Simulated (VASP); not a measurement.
# GaAs (I-4m2) in VASP: notebook

The runs below take GaAs through electric field gradients, with LDA, PBE, r2SCAN.

Program: VASP 6.6.1. These are calculated values, not measurements. Logs are shortened: lines on timing, memory, paths and dates and some standing lists are left out, and cuts for length are marked.

**1. The crystal as given**

It takes space group I-4m2 (No. 119, tetragonal). The conventional cell has a = 3.987 Å, b = 3.987 Å, c = 5.681 Å, α = 90.00°, β = 90.00°, γ = 90.00°. Ga (site symmetry -4m2) is surrounded by 4 As at 2.45 Å. As (site symmetry -4m2) is surrounded by 4 Ga at 2.45 Å.

The cell was built by a generator and isn't the measured one.

**2. Electric field gradients, LDA**

Input file INCAR:

```
SYSTEM = GaAs
PREC = Accurate
ENCUT = 600
EDIFF = 1E-8
ISMEAR = 0
SIGMA = 0.02
LREAL = .FALSE.
LASPH = .TRUE.
NELM = 80
ALGO = Normal
ISIF = 2
LWAVE = .FALSE.
LCHARG = .FALSE.
GGA = CA
LEFG = .TRUE.
```

Input file KPOINTS:

```
regular mesh
0
G
  12 12 12
  0 0 0
```

Input file POSCAR:

```
GaAs
1.0
    0.0000000000      2.8194337500      2.8406325000
    2.8194337500      0.0000000000      2.8406325000
    2.8194337500      2.8194337500      0.0000000000
Ga As
1 1
Direct
    0.0000000000      0.0000000000      0.0000000000
    0.2500000000      0.2500000000      0.2500000000
```

Potentials or basis: VASP PAW LDA potentials, release 64 (Ga_d, As).

Launch:

```console
> cat potpaw_LDA.64/Ga_d/POTCAR potpaw_LDA.64/As/POTCAR > POTCAR
> mpirun -np 1 vasp_std > vasp.out
```

OUTCAR:

```text
SYSTEM = GaAs
   PREC = Accurate
   ENCUT = 600
   EDIFF = 1E-8
   ISMEAR = 0
   LREAL = .FALSE.
   LASPH = .TRUE.
   NELM = 80
   ISIF = 2
   GGA = CA

 ion  position               nearest neighbor table
   1  0.000  0.000  0.000-   2 2.45   2 2.45   2 2.45   2 2.45
   2  0.250  0.250  0.250-   1 2.45   1 2.45   1 2.45   1 2.45

  LATTYP: Found a body centered tetragonal cell.
 ALAT       =     3.9872814475
 C/A-ratio  =     1.4248467471

  Lattice vectors:

 A1 = (  -2.8194337500,   0.0000000000,   2.8406325000)
 A2 = (   2.8194337500,   0.0000000000,   2.8406325000)
 A3 = (   0.0000000000,   2.8194337500,  -2.8406325000)

Analysis of symmetry for initial positions (statically):
=====================================================================
 Subroutine PRICEL returns:
 Original cell was already a primitive cell.

 Routine SETGRP: Setting up the symmetry group for a
 body centered tetragonal supercell.

 Subroutine GETGRP returns: Found  8 space group operations
 (whereof  8 operations were pure point group operations)
 out of a pool of 16 trial point group operations.

The static configuration has the point symmetry D_2d.

Analysis of symmetry for dynamics (positions and initial velocities):
=====================================================================
 Subroutine PRICEL returns:
 Original cell was already a primitive cell.

 Routine SETGRP: Setting up the symmetry group for a
 body centered tetragonal supercell.

 Subroutine GETGRP returns: Found  8 space group operations
 (whereof  8 operations were pure point group operations)
 out of a pool of 16 trial point group operations.

The dynamic configuration has the point symmetry D_2d.

 Subroutine INISYM returns: Found  8 space group operations
 (whereof  8 operations are pure point group operations),
 and found     1 'primitive' translations

----------------------------------------------------------------------------------------

                                     Primitive cell

  volume of cell :      45.1615

  direct lattice vectors                    reciprocal lattice vectors
     0.000000000  2.819433750  2.840632500    -0.177340574  0.177340574  0.176017137
     2.819433750  0.000000000  2.840632500     0.177340574 -0.177340574  0.176017137
[... 138 lines left out ...]
 fundamental gap:      0.3205069393
 Fermi energy:         3.9024411599

 k-point     1 :       0.0000    0.0000    0.0000
  band No.  band energies     occupation
      1     -11.1254      2.00000
      2     -11.1237      2.00000
      3     -11.1237      2.00000
      4     -11.0465      2.00000
      5     -11.0456      2.00000
      6      -8.9634      2.00000
      7       3.7743      2.00000
      8       3.8179      2.00000
      9       3.8179      2.00000
     10       4.1384      0.00000
     11       7.4714      0.00000
     12       7.4714      0.00000
     13       7.4919      0.00000
[... 354 lines left out ...]
  band No.  band energies     occupation
      1     -11.2055      2.00000
      2     -11.1019      2.00000
      3     -11.0976      2.00000
      4     -11.0460      2.00000
      5     -11.0443      2.00000
      6      -7.0107      2.00000
      7      -2.7402      2.00000
      8       0.9182      2.00000
      9       2.3533      2.00000
     10       6.0795      0.00000
     11       8.2504      0.00000
     12       9.3123      0.00000
     13      11.6507      0.00000

 [... further k-points ...]

------------------------ aborting loop because EDIFF is reached ----------------------------------------

  FORCE on cell =-STRESS in cart. coord.  units (eV):
  Direction    XX          YY          ZZ          XY          YZ          ZX
  --------------------------------------------------------------------------------------
  -------------------------------------------------------------------------------------
  Total       -0.4013829     -0.4013829     -0.5363557      0.0000000      0.0000000      0.0000000
  in kB      -14.2396934    -14.2396934    -19.0280656      0.0000000      0.0000000      0.0000000
  external PRESSURE =     -15.8358174 kB  Pullay stress =       0.0000000 kB

 VOLUME and BASIS-vectors are now :
 -----------------------------------------------------------------------------
  energy-cutoff  :      600.00
  volume of cell :       45.16
      direct lattice vectors                 reciprocal lattice vectors
     0.000000000  2.819433750  2.840632500    -0.177340574  0.177340574  0.176017137
     2.819433750  0.000000000  2.840632500     0.177340574 -0.177340574  0.176017137
     2.819433750  2.819433750  0.000000000     0.177340574  0.177340574 -0.176017137

 POSITION                                       TOTAL-FORCE (eV/Angst)
 -----------------------------------------------------------------------------------
      0.00000      0.00000      0.00000         0.000000      0.000000      0.000000
      1.40972      1.40972      1.42032        -0.000000     -0.000000     -0.000000
 -----------------------------------------------------------------------------------
    total drift:                                0.000000      0.000000      0.000001

  FREE ENERGIE OF THE ION-ELECTRON SYSTEM (eV)
  ---------------------------------------------------
  free  energy   TOTEN  =        -9.6368523862 eV

  energy  without entropy=       -9.6368523862  energy(sigma->0) =       -9.63685239

 Electric field gradients (V/A^2)
---------------------------------------------------------------------
 ion       V_xx      V_yy      V_zz      V_xy      V_xz      V_yz
---------------------------------------------------------------------
   1       0.608     0.608    -1.217     0.003     0.003     0.003
   2      -0.905    -0.905     1.810    -0.000    -0.000    -0.000
---------------------------------------------------------------------

 Electric field gradients after diagonalization (V/A^2)
 (convention: |V_zz| > |V_xx| > |V_yy|)
----------------------------------------------------------------------
 ion       V_xx      V_yy      V_zz     asymmetry (V_yy - V_xx)/ V_zz
----------------------------------------------------------------------
   1       0.612     0.605    -1.217       0.005
   2      -0.905    -0.905     1.810       0.000
----------------------------------------------------------------------

           NMR quadrupolar parameters

 Cq : quadrupolar parameter    Cq=e*Q*V_zz/h
 eta: asymmetry parameters     (V_yy - V_xx)/ V_zz
 Q  : nuclear electric quadrupole moment in mb (millibarn)
----------------------------------------------------------------------
 ion       Cq(MHz)       eta       Q (mb)
----------------------------------------------------------------------
   1      -0.003       0.005       1.000
   2       0.004       0.000       1.000
----------------------------------------------------------------------
```

It took 83 s on 1 thread of Intel Xeon Platinum 8488C (Sapphire Rapids), shared host; peak memory 0.26 GiB.

What came out:

```yaml
Free_energy: -9.6369 eV
Pressure: -1.6 GPa
Band_gap_on_the_k_mesh: 0.32 eV, direct
```

Stress tensor (GPa, compression positive):
```
-1.42  0.00  0.00
 0.00 -1.42  0.00
 0.00  0.00 -1.90
```

Electric field gradients, principal values (V/Å²):
| atom | Vxx | Vyy | Vzz |
| --- | --- | --- | --- |
| 1 Ga | 0.605 | 0.612 | -1.217 |
| 2 As | -0.905 | -0.905 | 1.810 |

**3. Electric field gradients, PBE**

INCAR, as its differences from that of step 2:

```diff
@@ -13,3 +13,3 @@
 LCHARG = .FALSE.
-GGA = CA
+GGA = PE
 LEFG = .TRUE.
```

KPOINTS is that of step 2.

POSCAR is that of step 2.

Potentials or basis: VASP PAW PBE potentials, release 64 (Ga_d, As).

Launch:

```console
> cat potpaw_PBE.64/Ga_d/POTCAR potpaw_PBE.64/As/POTCAR > POTCAR
> mpirun -np 1 vasp_std > vasp.out
```

OUTCAR:

```text
SYSTEM = GaAs
   PREC = Accurate
   ENCUT = 600
   EDIFF = 1E-8
   ISMEAR = 0
   LREAL = .FALSE.
   LASPH = .TRUE.
   NELM = 80
   ISIF = 2
   GGA = PE

 ion  position               nearest neighbor table
   1  0.000  0.000  0.000-   2 2.45   2 2.45   2 2.45   2 2.45
   2  0.250  0.250  0.250-   1 2.45   1 2.45   1 2.45   1 2.45

  LATTYP: Found a body centered tetragonal cell.
 ALAT       =     3.9872814475
 C/A-ratio  =     1.4248467471

  Lattice vectors:

 A1 = (  -2.8194337500,   0.0000000000,   2.8406325000)
 A2 = (   2.8194337500,   0.0000000000,   2.8406325000)
 A3 = (   0.0000000000,   2.8194337500,  -2.8406325000)

[... 596 lines left out ...]
  free  energy   TOTEN  =        -8.2509199521 eV

  energy  without entropy=       -8.2509199521  energy(sigma->0) =       -8.25091995

 Electric field gradients (V/A^2)
---------------------------------------------------------------------
 ion       V_xx      V_yy      V_zz      V_xy      V_xz      V_yz
---------------------------------------------------------------------
   1       0.596     0.596    -1.192     0.003     0.003     0.003
   2      -0.917    -0.917     1.833    -0.000    -0.000    -0.000
---------------------------------------------------------------------

 Electric field gradients after diagonalization (V/A^2)
 (convention: |V_zz| > |V_xx| > |V_yy|)
----------------------------------------------------------------------
 ion       V_xx      V_yy      V_zz     asymmetry (V_yy - V_xx)/ V_zz
----------------------------------------------------------------------
   1       0.599     0.593    -1.192       0.006
   2      -0.917    -0.916     1.833       0.000
----------------------------------------------------------------------

           NMR quadrupolar parameters

 Cq : quadrupolar parameter    Cq=e*Q*V_zz/h
 eta: asymmetry parameters     (V_yy - V_xx)/ V_zz
 Q  : nuclear electric quadrupole moment in mb (millibarn)
----------------------------------------------------------------------
 ion       Cq(MHz)       eta       Q (mb)
----------------------------------------------------------------------
   1      -0.003       0.006       1.000
   2       0.004       0.000       1.000
----------------------------------------------------------------------
```

OSZICAR:

```text
N       E                     dE             d eps       ncg     rms          rms(c)
DAV:   1     0.861529652062E+02    0.86153E+02   -0.99629E+03  4270   0.207E+03
DAV:   2    -0.168565421126E+01   -0.87839E+02   -0.84672E+02  4591   0.348E+02
DAV:   3    -0.829345568151E+01   -0.66078E+01   -0.65708E+01  5303   0.787E+01
DAV:   4    -0.840830203098E+01   -0.11485E+00   -0.11477E+00  4948   0.113E+01
DAV:   5    -0.841028988582E+01   -0.19879E-02   -0.19877E-02  5288   0.127E+00    0.290E+00
DAV:   6    -0.826934822759E+01    0.14094E+00   -0.25682E-01  6464   0.978E+00    0.176E+00
DAV:   7    -0.824965000742E+01    0.19698E-01   -0.74494E-02  5780   0.220E+00    0.561E-01
DAV:   8    -0.825041475899E+01   -0.76475E-03   -0.10467E-02  4973   0.144E+00    0.106E-01
DAV:   9    -0.825080705304E+01   -0.39229E-03   -0.10874E-03  5107   0.465E-01    0.534E-02
DAV:  10    -0.825086775446E+01   -0.60701E-04   -0.78790E-05  5592   0.103E-01    0.290E-02
DAV:  11    -0.825091914956E+01   -0.51395E-04   -0.79534E-05  4558   0.740E-02    0.356E-03
DAV:  12    -0.825091953435E+01   -0.38480E-06   -0.12866E-06  5111   0.172E-02    0.143E-03
DAV:  13    -0.825091993562E+01   -0.40127E-06   -0.56192E-07  4812   0.652E-03    0.653E-04
DAV:  14    -0.825091991056E+01    0.25059E-07   -0.16876E-08  3853   0.180E-03    0.522E-04
DAV:  15    -0.825091994633E+01   -0.35773E-07   -0.51504E-09  3164   0.673E-04    0.451E-05
DAV:  16    -0.825091995208E+01   -0.57503E-08   -0.94415E-10  2229   0.457E-04
   1 F= -.82509200E+01 E0= -.82509200E+01  d E =-.148227E-18
```

Wall time 1.9 min (1 thread of Intel Xeon Platinum 8488C (Sapphire Rapids), shared host); peak memory 0.27 GiB.

Results:

* Free energy: -8.2509 eV
* Pressure: 3.5 GPa
* Band gap on the k mesh: 0.51 eV, direct

Stress tensor (GPa, compression positive):
```
3.65 0.00 0.00
0.00 3.65 0.00
0.00 0.00 3.20
```

Levels at points of the mesh, in eV from the valence-band top:
| k point | band 7 | band 8 | band 9 | band 10 | band 11 | band 12 |
| --- | --- | --- | --- | --- | --- | --- |
| (0.00, 0.00, 0.00) | -0.04 | 0.00 | 0.00 | 0.51 | 3.71 | 3.71 |
| (0.50, 0.00, 0.00) | -6.65 | -1.19 | -1.13 | 0.99 | 4.60 | 4.65 |
| (0.50, 0.50, 0.00) | -6.86 | -2.66 | -2.66 | 1.48 | 1.69 | 10.15 |
| (0.50, 0.00, 0.50) | -6.82 | -2.71 | -2.71 | 1.43 | 1.62 | 10.13 |

Electric field gradients, principal values (V/Å²):
```csv
atom,Vxx,Vyy,Vzz
1 Ga,0.593,0.599,-1.192
2 As,-0.916,-0.917,1.833
```

A k mesh can miss the band edges.

**4. Electric field gradients, r2SCAN**

INCAR, as its differences from that of step 3:

```diff
@@ -13,3 +13,4 @@
 LCHARG = .FALSE.
-GGA = PE
+METAGGA = R2SCAN
+LMIXTAU = .TRUE.
 LEFG = .TRUE.
```

KPOINTS is that of step 3.

POSCAR is that of step 3.

Potentials or basis: VASP PAW PBE potentials, release 64 (Ga_d, As).

Launch:

```console
> cat potpaw_PBE.64/Ga_d/POTCAR potpaw_PBE.64/As/POTCAR > POTCAR
> mpirun -np 1 vasp_std > vasp.out
```

OUTCAR:

```text
SYSTEM = GaAs
   PREC = Accurate
   ENCUT = 600
   EDIFF = 1E-8
   ISMEAR = 0
   LREAL = .FALSE.
   LASPH = .TRUE.
   NELM = 80
   ISIF = 2
   METAGGA = R2SCAN

 ion  position               nearest neighbor table
   1  0.000  0.000  0.000-   2 2.45   2 2.45   2 2.45   2 2.45
   2  0.250  0.250  0.250-   1 2.45   1 2.45   1 2.45   1 2.45

  LATTYP: Found a body centered tetragonal cell.
 ALAT       =     3.9872814475
 C/A-ratio  =     1.4248467471

  Lattice vectors:

 A1 = (  -2.8194337500,   0.0000000000,   2.8406325000)
 A2 = (   2.8194337500,   0.0000000000,   2.8406325000)
 A3 = (   0.0000000000,   2.8194337500,  -2.8406325000)

Analysis of symmetry for initial positions (statically):
=====================================================================
 Subroutine PRICEL returns:
 Original cell was already a primitive cell.

 Routine SETGRP: Setting up the symmetry group for a
[... 574 lines left out ...]
  energy-cutoff  :      600.00
  volume of cell :       45.16
      direct lattice vectors                 reciprocal lattice vectors
     0.000000000  2.819433750  2.840632500    -0.177340574  0.177340574  0.176017137
     2.819433750  0.000000000  2.840632500     0.177340574 -0.177340574  0.176017137
     2.819433750  2.819433750  0.000000000     0.177340574  0.177340574 -0.176017137

 POSITION                                       TOTAL-FORCE (eV/Angst)
 -----------------------------------------------------------------------------------
      0.00000      0.00000      0.00000        -0.000000     -0.000000     -0.000000
      1.40972      1.40972      1.42032         0.000000      0.000000      0.000000
 -----------------------------------------------------------------------------------
    total drift:                                0.000010      0.000010      0.000007

  FREE ENERGIE OF THE ION-ELECTRON SYSTEM (eV)
  ---------------------------------------------------
  free  energy   TOTEN  =       -27.0565021695 eV

  energy  without entropy=      -27.0565021695  energy(sigma->0) =      -27.05650217

 Electric field gradients (V/A^2)
---------------------------------------------------------------------
 ion       V_xx      V_yy      V_zz      V_xy      V_xz      V_yz
---------------------------------------------------------------------
   1       0.618     0.618    -1.236     0.003     0.003     0.003
   2      -0.961    -0.961     1.921    -0.000    -0.000    -0.000
---------------------------------------------------------------------

 Electric field gradients after diagonalization (V/A^2)
 (convention: |V_zz| > |V_xx| > |V_yy|)
----------------------------------------------------------------------
 ion       V_xx      V_yy      V_zz     asymmetry (V_yy - V_xx)/ V_zz
----------------------------------------------------------------------
   1       0.622     0.615    -1.236       0.005
   2      -0.961    -0.960     1.921       0.000
----------------------------------------------------------------------

           NMR quadrupolar parameters

 Cq : quadrupolar parameter    Cq=e*Q*V_zz/h
 eta: asymmetry parameters     (V_yy - V_xx)/ V_zz
 Q  : nuclear electric quadrupole moment in mb (millibarn)
----------------------------------------------------------------------
 ion       Cq(MHz)       eta       Q (mb)
----------------------------------------------------------------------
   1      -0.003       0.005       1.000
   2       0.005       0.000       1.000
----------------------------------------------------------------------
```

OSZICAR:

```text
N       E                     dE             d eps       ncg     rms          rms(c)
DAV:   1     0.679239852821E+02    0.67924E+02   -0.10246E+04  4270   0.213E+03
DAV:   2    -0.221760598314E+02   -0.90100E+02   -0.86834E+02  4606   0.358E+02
DAV:   3    -0.290174293286E+02   -0.68414E+01   -0.68040E+01  5283   0.814E+01
DAV:   4    -0.291338218166E+02   -0.11639E+00   -0.11633E+00  4885   0.117E+01
[... 13 lines left out ...]
DAV:  18    -0.270565021098E+02   -0.66028E-05   -0.24707E-06  4248   0.211E-02    0.675E-04
DAV:  19    -0.270565021421E+02   -0.32288E-07   -0.49398E-08  4813   0.327E-03    0.292E-04
DAV:  20    -0.270565020517E+02    0.90357E-07   -0.16381E-08  4039   0.178E-03    0.357E-04
DAV:  21    -0.270565021690E+02   -0.11731E-06   -0.60773E-09  2989   0.107E-03    0.228E-04
DAV:  22    -0.270565021695E+02   -0.47748E-09   -0.13701E-09  2184   0.467E-04
   1 F= -.27056502E+02 E0= -.27056502E+02  d E =-.144450E-32
```

Wall time 6.3 min (1 thread of Intel Xeon Platinum 8488C (Sapphire Rapids), shared host); peak memory 0.29 GiB.

Results:

```yaml
Free_energy: -27.0565 eV
Pressure: 0.6 GPa
Band_gap_on_the_k_mesh: 0.98 eV, direct
```

Electric field gradients, principal values (V/Å²):
```
atom     Vxx     Vyy     Vzz
1 Ga   0.615   0.622  -1.236
2 As  -0.960  -0.961   1.921
```

Caveat: the PAW data sets were made with another functional, which shifts forces and pressure a little.

**5. The runs side by side**

```csv
level,potentials or basis,gap on the mesh (eV),pressure (GPa)
LDA,"VASP PAW LDA potentials, release 64 (Ga_d, As)",0.32,-1.6
PBE,"VASP PAW PBE potentials, release 64 (Ga_d, As)",0.51,3.5
r2SCAN,"VASP PAW PBE potentials, release 64 (Ga_d, As)",0.98,0.6
```

Alike in all rows: task electric field gradients; no spin polarisation; cell as given; k mesh 12 × 12 × 12; cutoff (eV) 600; smearing gaussian 0.02 eV.

Caveats: the PAW data sets were made with another functional, which shifts forces and pressure a little (some runs).

Total energies depend on the potentials used, so only differences within one code and one set of settings carry meaning.
